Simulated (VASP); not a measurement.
Here is the system:

```xyz
2
Lattice="3.2500 0.0000 0.0000 0.0000 3.2500 0.0000 0.0000 0.0000 3.2500" Properties=species:S:1:pos:R:3 pbc="T T T"
In     1.6250     1.6250     1.6250
Pd     0.0000     0.0000     0.0000
```

The numbers are results of MS2 meta-GGA, VASP's PBE PAW potentials (set 64) (plane waves; VASP 6.6.1), not measurements. Numerical set-up: 520 eV cut-off, 10×10×10 Γ-centred mesh, first-order Methfessel-Paxton smearing of 0.10 eV, potentials In_d Pd.

Unless said otherwise, spin-orbit coupling is left out, though it shifts the bands of the heavy elements here.

Task: Predict the energy per atom (σ→0), band gap (on the k-mesh) with the smallest direct gap where there is one.

Result: 
```json
{
 "band gap (on the k-mesh)": "none (metal, semimetal or under 0.01 eV)",
 "energy per atom (σ→0)": "-1.776 eV/atom"
}
```

The absolute energy has meaning only against runs of the same code, potentials and settings.

The compound is PdIn in the CsCl type structure. The cell was not relaxed at this level. The electron count is odd and the run is not spin-polarised, which forces a metal.
